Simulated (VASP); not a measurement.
Input:

```yaml
crystal:
  lattice:
    - [7.92046, 0.00000, 0.00000]
    - [-3.96023, 6.85932, 0.00000]
    - [0.00000, 0.00000, 5.74078]
  atoms:
    - { symbol: Si, position: [0.08184, 0.56959, 0.19640] }
    - { symbol: Si, position: [0.43041, 0.51225, 0.19640] }
    - { symbol: Si, position: [0.48775, 0.91816, 0.19640] }
    - { symbol: Si, position: [0.56959, 0.08184, 0.69640] }
    - { symbol: Si, position: [0.51225, 0.43041, 0.69640] }
    - { symbol: Si, position: [0.91816, 0.48775, 0.69640] }
    - { symbol: Si, position: [0.91377, 0.16719, 0.98848] }
    - { symbol: Si, position: [0.83281, 0.74658, 0.98848] }
    - { symbol: Si, position: [0.25342, 0.08623, 0.98848] }
    - { symbol: Si, position: [0.16719, 0.91377, 0.48848] }
    - { symbol: Si, position: [0.74658, 0.83281, 0.48848] }
    - { symbol: Si, position: [0.08623, 0.25342, 0.48848] }
    - { symbol: N, position: [0.34445, 0.39000, 0.46907] }
    - { symbol: N, position: [0.61000, 0.95445, 0.46907] }
    - { symbol: N, position: [0.04555, 0.65555, 0.46907] }
    - { symbol: N, position: [0.39000, 0.34445, 0.96907] }
    - { symbol: N, position: [0.95445, 0.61000, 0.96907] }
    - { symbol: N, position: [0.65555, 0.04555, 0.96907] }
    - { symbol: N, position: [0.00000, 0.00000, 0.98901] }
    - { symbol: N, position: [0.00000, 0.00000, 0.48901] }
    - { symbol: N, position: [0.99638, 0.31473, 0.73485] }
    - { symbol: N, position: [0.68527, 0.68165, 0.73485] }
    - { symbol: N, position: [0.31835, 0.00362, 0.73485] }
    - { symbol: N, position: [0.31473, 0.99638, 0.23485] }
    - { symbol: N, position: [0.68165, 0.68527, 0.23485] }
    - { symbol: N, position: [0.00362, 0.31835, 0.23485] }
    - { symbol: N, position: [0.66667, 0.33333, 0.64075] }
    - { symbol: N, position: [0.33333, 0.66667, 0.14075] }
```

Computed with LDA (Ceperley-Alder, Perdew-Zunger), VASP's LDA PAW potentials (set 64) (plane waves; VASP). Settings: LREAL = Auto, 400 eV cut-off, 4×4×5 Γ-centred mesh, Gaussian smearing of 0.010 eV, potentials Si N.

At this cut-off the stress carries a Pulay error, which pulls relaxed volumes low.

Task: Which forces act on the atoms, in eV/Å?

Result: 
```
atom      Fx      Fy      Fz
----  ------  ------  ------
Si1    0.173   0.035   0.041
Si2   -0.117   0.132   0.041
Si3   -0.056  -0.167   0.041
Si4   -0.056   0.167   0.041
Si5    0.173  -0.035   0.041
Si6   -0.117  -0.132   0.041
Si7    0.009   0.019  -0.039
Si8   -0.021  -0.001  -0.039
Si9    0.012  -0.018  -0.039
Si10   0.012   0.018  -0.039
Si11   0.009  -0.019  -0.039
Si12  -0.021   0.001  -0.039
N13   -0.037   0.060  -0.072
N14   -0.033  -0.062  -0.072
N15    0.070   0.002  -0.072
N16    0.070  -0.002  -0.072
N17   -0.037  -0.060  -0.072
N18   -0.033   0.062  -0.072
N19    0.000   0.000   0.007
N20    0.000   0.000   0.007
N21   -0.243  -0.170  -0.103
N22    0.269  -0.126  -0.103
N23   -0.025   0.296  -0.103
N24   -0.025  -0.296  -0.103
N25   -0.243   0.170  -0.103
N26    0.269   0.126  -0.103
N27    0.000   0.000   0.511
N28    0.000   0.000   0.511
```

Task: Give the stress tensor in GPa (positive for a compressed cell).

Result: 
```
-20.49    0.00    0.00
  0.00  -20.49    0.00
  0.00    0.00  -20.45
```
The pressure is its mean diagonal, -20.48 GPa.

The structure comes from a computed database's Si3N4 entry, a phase known from measurement. The cell was not relaxed at this level.
